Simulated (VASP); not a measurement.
Data:

```
CELL_PARAMETERS angstrom
      0.00000     2.84308     2.84308
      2.84308     0.00000     2.84308
      2.84308     2.84308     0.00000
ATOMIC_POSITIONS crystal
  Na 0.00000 0.00000 0.00000
  Cl 0.50000 0.50000 0.50000
```

All values below come from PW91 GGA, VASP's PBE PAW potentials (set 64) (plane waves; VASP). Run with 520 eV cut-off, 7×7×7 Γ-centred mesh, Gaussian smearing of 0.050 eV, potentials Na_pv Cl.

**Question.** What does the run give for the energy per atom (σ→0), band gap (on the k-mesh) with the smallest direct gap where there is one?

**Answer.** 
```
Property                                     Result
-----------------------------------  --------------
band gap (on the k-mesh)                    5.03 eV
smallest direct gap (on the k-mesh)         5.03 eV
energy per atom (σ→0)                -3.417 eV/atom
```

Only differences to runs with the same potentials and settings are physical.

The compound is NaCl in the rock salt structure. It was relaxed first. The start is the result of an earlier pass.
